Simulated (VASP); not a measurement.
VASP input:

**POSCAR**
```
AlCo
1
    2.7941883794    -0.0000000000    -0.0000000000
   -0.0000000000     2.7941883794    -0.0000000000
   -0.0000000000    -0.0000000000     2.7941883794
Al Co
1 1
Direct
  0.0000000000   0.0000000000   0.0000000000
  0.5000000000   0.5000000000   0.5000000000
```

### INCAR
```
SYSTEM  =  AlCo
PREC  =  Accurate; ENCUT  =  400; LREAL  =  .FALSE.
LASPH  =  .TRUE.
EDIFF  =  1E-6; NELM  =  100; ALGO  =  Normal
LMAXMIX  =  4
ISMEAR  =  1; SIGMA  =  0.1
IBRION  =  2; NSW  =  60; ISIF  =  3
EDIFFG  =  -0.01
LWAVE  =  .FALSE.; LCHARG  =  .FALSE.
```

### KPOINTS
```
Regular mesh
0
G
12 12 12
```

POTCAR, in this order: Al Co (LDA.64 set). Program: vasp_std.

Q: Write an equivalent input for Quantum ESPRESSO's pw.x.

A: One equivalent input (not run):
```
&CONTROL
  calculation = 'vc-relax'
  pseudo_dir = './pseudo'
  outdir = './out'
  tprnfor = .true.
  tstress = .true.
  nstep = 60
  forc_conv_thr = 0.00039
/
&SYSTEM
  ibrav = 0
  nat = 2
  ntyp = 2
  ecutwfc = 96
  occupations = 'smearing'
  smearing = 'methfessel-paxton'
  degauss = 0.00735
  input_dft = 'pz'
/
&ELECTRONS
  conv_thr = 7.3e-08
  electron_maxstep = 100
/
&IONS
/
&CELL
/
ATOMIC_SPECIES
  Al 26.982 Al.upf
  Co 58.933 Co.upf
CELL_PARAMETERS angstrom
     2.7941884   -0.0000000   -0.0000000
    -0.0000000    2.7941884   -0.0000000
    -0.0000000   -0.0000000    2.7941884
ATOMIC_POSITIONS crystal
  Al   0.0000000  0.0000000  0.0000000
  Co   0.5000000  0.5000000  0.5000000
K_POINTS automatic
  12 12 12 0 0 0
```
The two are equivalent in intent, not identical: the potentials are each code's own (VASP's PAW set, PseudoDojo norm-conserving files in pw.x), so ENCUT and ecutwfc are chosen apart and not converted; conv_thr bounds pw.x's estimated SCF error, while EDIFF bounds the energy change between steps; forc_conv_thr acts on force components and is met together with etot_conv_thr.

The structure comes from a computed database's AlCo entry (Pm-3m); how it stands against other phases isn't given here. It was relaxed first. The start is the result of an earlier pass.
